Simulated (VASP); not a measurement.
An input for Quantum ESPRESSO's pw.x (written as the equivalent of a VASP run, and not itself run):

```
&CONTROL
  calculation = 'scf'
  pseudo_dir = './pseudo'
  outdir = './out'
  tprnfor = .true.
  tstress = .true.
/
&SYSTEM
  ibrav = 0
  nat = 2
  ntyp = 1
  ecutwfc = 84
  occupations = 'smearing'
  smearing = 'methfessel-paxton'
  degauss = 0.00735
  input_dft = 'pbe'
/
&ELECTRONS
  conv_thr = 7.3e-08
  electron_maxstep = 100
/
ATOMIC_SPECIES
  Tc 97.907 Tc.upf
CELL_PARAMETERS angstrom
     1.3790380   -2.3367110    0.0000000
     1.3790380    2.3367110    0.0000000
     0.0000000    0.0000000    4.3470930
ATOMIC_POSITIONS crystal
  Tc   0.3333330  0.6666670  0.2500000
  Tc   0.6767050  0.3433710  0.7500000
K_POINTS automatic
  9 9 5 0 0 0
```

Question: Write the VASP files for the same calculation (PBE).

Answer: One answer among several that fit: 
KPOINTS:
```
kpoints
0
Monkhorst-Pack
 9 9 5
0 0 0
```

### INCAR
```
ALGO = Normal
EDIFF = 1E-6
ENCUT = 400
GGA = PE
ISIF = 2
ISMEAR = 1
LASPH = .TRUE.
LCHARG = .FALSE.
LMAXMIX = 4
LREAL = .FALSE.
LWAVE = .FALSE.
NELM = 100
PREC = Accurate
SIGMA = 0.1
SYSTEM = Tc
```

**POSCAR**
```
Tc
4.3470930
  0.3172322285  -0.5375341636   0.0000000000
  0.3172322285   0.5375341636   0.0000000000
  0.0000000000   0.0000000000   1.0000000000
Tc
2
Cartesian
  0.3172322285   0.1791784129   0.2500000000
  0.3236009827  -0.1791784129   0.7500000000
```

POTCAR, in this order: Tc_pv (PBE.64 set). Program: vasp_std.

The two are equivalent in intent, not identical: the potentials are each code's own (VASP's PAW set, PseudoDojo norm-conserving files in pw.x), so ENCUT and ecutwfc are chosen apart and not converted; conv_thr bounds pw.x's estimated SCF error, while EDIFF bounds the energy change between steps.

The compound is Tc in the hcp structure. The cell was not relaxed at this level, atoms are displaced from their ideal sites. The run is one of a series of settings (KPOINTS 9×9×5 Monkhorst-Pack mesh against the base run), some of them coarse on purpose.
